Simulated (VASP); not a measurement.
# BaHfO3: transverse stress against strain

BaHfO3 (cubic perovskite, Pm-3m, 14.345 Å³/atom and stress up to 0.18 GPa in the relaxed cell, cube axes along x, y and z) under a strain ε along a cube axis (axis z), the other axes held. PBEsol in VASP (plane waves, PAW), 600 eV, 8×8×8 Γ-centred mesh, Gaussian smearing 0.05 eV; ions are relaxed, or left where forces stay under 0.02 eV/Å, within the symmetry of each cell. Stress is positive for a compressed cell.

Here s stands for strain and y for stress xx.

```csv
strain (%),stress xx (GPa)
-1.50,1.15
-1.00,0.70
-0.50,0.26
0.00,-0.18
0.50,-0.60
1.00,-1.01
1.50,-1.41
3.00,?
```

Q: Fit y against s with a straight line, and predict the withheld value at s = 3.00.

A: Means: s 0, y -0.156. About the means, the sum of products is -5.9800 and the sum of squares of s is 7.0000; the slope is their ratio. Least squares gives y = -0.156 - 0.8543·s. Residuals (row less fit): 0.025, 0.002, -0.011, -0.024, -0.017, 0.000, 0.027; standard error 0.022 (degrees of freedom: 5). The slope gives the elastic constant C12 = 85.4 ± 0.8 GPa (± standard error of the fit, which holds the terms cut off). At the withheld row, y = -0.156 - 0.8543 × 3.0 = -2.719 GPa. The calculation gives -2.56 GPa, 0.159 GPa above the prediction (4.3 % of the range of y in the table). The row lies outside the fitted rows, so this is an extrapolation. From the scatter of the fitted rows alone, a prediction at this place has a standard error of 0.034 GPa, so the miss is 4.7 times that.

A polynomial of degree 2 through the 12 other runs of the series gives -2.56 there, so most of the miss is curvature that the fit leaves out. The primitive cell can neither tilt nor turn polar against its symmetry, as such crystals can under strain. Rows are the converged runs of the series near zero and its far end, less any whose ions stayed unrelaxed beside relaxed ones; series whose fitted rows scatter by over a few per cent of the range, as at a crossing or softening among them, aren't shown in this form. Most that stay on the fit to the last digits aren't either.
